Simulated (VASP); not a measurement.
Output of a VASP run:

File OSZICAR:
```
       N       E                     dE             d eps       ncg     rms          rms(c)
DAV:   1     0.128312675972E+03    0.12831E+03   -0.11780E+04  1712   0.194E+03
DAV:   2     0.342756371486E+00   -0.12797E+03   -0.12376E+03  1736   0.341E+02
DAV:   3    -0.408688524693E+01   -0.44296E+01   -0.43980E+01  2107   0.722E+01
DAV:   4    -0.411246571959E+01   -0.25580E-01   -0.25579E-01  1869   0.485E+00
DAV:   5    -0.411276915942E+01   -0.30344E-03   -0.30344E-03  2135   0.539E-01    0.652E+00
DAV:   6    -0.381032963491E+01    0.30244E+00   -0.11226E+00  1708   0.125E+01    0.448E+00
DAV:   7    -0.379351932263E+01    0.16810E-01   -0.26574E-02  2220   0.347E+00    0.246E+00
DAV:   8    -0.378796695205E+01    0.55524E-02   -0.11165E-02  2119   0.127E+00    0.162E-01
DAV:   9    -0.378802712800E+01   -0.60176E-04   -0.37815E-04  1862   0.194E-01    0.863E-02
DAV:  10    -0.378805493756E+01   -0.27810E-04   -0.47940E-05  2044   0.102E-01    0.143E-02
DAV:  11    -0.378805586317E+01   -0.92561E-06   -0.83190E-06  1988   0.582E-02    0.440E-03
DAV:  12    -0.378805576297E+01    0.10020E-06   -0.18316E-07  1484   0.101E-02    0.231E-03
DAV:  13    -0.378805565174E+01    0.11123E-06   -0.87266E-08   896   0.437E-03    0.319E-04
DAV:  14    -0.378805566565E+01   -0.13915E-07   -0.84838E-09   889   0.120E-03
   1 F= -.37880557E+01 E0= -.37880772E+01  d E =0.645071E-04
```

File OUTCAR:
```
------------------------ aborting loop because EDIFF is reached ----------------------------------------
  FORCE on cell =-STRESS in cart. coord.  units (eV):
  Direction    XX          YY          ZZ          XY          YZ          ZX
  --------------------------------------------------------------------------------------
  Total       -0.5593089     -0.5593089     -0.5593089      0.0000000     -0.0000000      0.0000000
  in kB      -26.0476698    -26.0476698    -26.0476698      0.0000000     -0.0000000      0.0000000
  external PRESSURE =     -26.0476698 kB  Pullay stress =       0.0000000 kB
  volume of cell :       34.40
      direct lattice vectors                 reciprocal lattice vectors
     3.252354107  0.000000000  0.000000000     0.307469595  0.000000000  0.000000000
     0.000000000  3.252354107  0.000000000     0.000000000  0.307469595  0.000000000
     0.000000000  0.000000000  3.252354107     0.000000000  0.000000000  0.307469595
 POSITION                                       TOTAL-FORCE (eV/Angst)
 -----------------------------------------------------------------------------------
      1.62618      1.62618      1.62618         0.000000      0.000000      0.000000
      0.00000      0.00000      0.00000         0.000000      0.000000      0.000000
 -----------------------------------------------------------------------------------
    total drift:                                0.000000      0.000000     -0.000000
  FREE ENERGIE OF THE ION-ELECTRON SYSTEM (eV)
  ---------------------------------------------------
  free  energy   TOTEN  =        -3.7880556657 eV

  energy  without entropy=       -3.7881201727  energy(sigma->0) =       -3.78807717
```
(Selected blocks of OUTCAR.)

File POSCAR:
```
AuZn
1
    3.2523541068     0.0000000000     0.0000000000
    0.0000000000     3.2523541068     0.0000000000
    0.0000000000     0.0000000000     3.2523541068
Zn Au
1 1
Direct
  0.5000000000   0.5000000000   0.5000000000
  0.0000000000   0.0000000000   0.0000000000
```

Question: Write an INCAR and KPOINTS that could have produced this output.

Answer: One answer among several that fit: the input of the run itself, RPBE GGA, plane waves, VASP's PBE PAW potentials (set 64).

**KPOINTS**
```
Automatic mesh
0
Gamma
11 11 11
0 0 0
```

**INCAR**
```
SYSTEM = AuZn
PREC = Accurate; ENCUT = 520; LREAL = F
LASPH = T
EDIFF = 1E-7; NELM = 100; ALGO = Normal
LMAXMIX = 6
ISMEAR = 1; SIGMA = 0.1
GGA = RP
ISIF = 2
LWAVE = F; LCHARG = F
```

POTCAR, in this order: Zn Au (PBE.64 set). Program: vasp_std.

The compound is AuZn in the CsCl type structure. This cell is one point of a volume scan, at 1.03 of the reference volume. The electron count is odd and the run is not spin-polarised, which forces a metal.
